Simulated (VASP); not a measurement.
Consider the following.

```
CELL_PARAMETERS angstrom
      0.00000     2.69023     2.75038
      2.71339     0.00000     2.75038
      2.71339     2.69023     0.00000
ATOMIC_POSITIONS crystal
  Si 0.25000 0.25000 0.25000
  Si 0.75000 0.75000 0.75000
  Ni 0.98768 0.01232 0.01232
```

The numbers are results of PBE GGA, VASP's PBE PAW potentials (set 64) (plane waves; VASP 6.6.1), not measurements. Run with 400 eV cut-off, 9×9×9 Γ-centred mesh, Fermi-Dirac smearing of 0.20 eV, potentials Si Ni.

**Question.** Give the force on each atom (eV/Å).

**Answer.** 
```tsv
atom	Fx	Fy	Fz
Si1	0.315	0.000	0.000
Si2	0.315	0.000	0.000
Ni3	-0.630	0.000	0.000
```

**Question.** Give the stress tensor in GPa (positive for a compressed cell).

**Answer.** 
```
0.95  0.00  0.00
0.00  1.68  0.00
0.00  0.00  0.44
```
The pressure is its mean diagonal, 1.02 GPa.

The compound is NiSi2 in the fluorite structure. The cell was not relaxed at this level, atoms are displaced from their ideal sites. The run is one of a series of settings (ISMEAR = -1, SIGMA = 0.2 against the base run), some of them coarse on purpose. The run is not spin-polarised, so no magnetic state was tried.
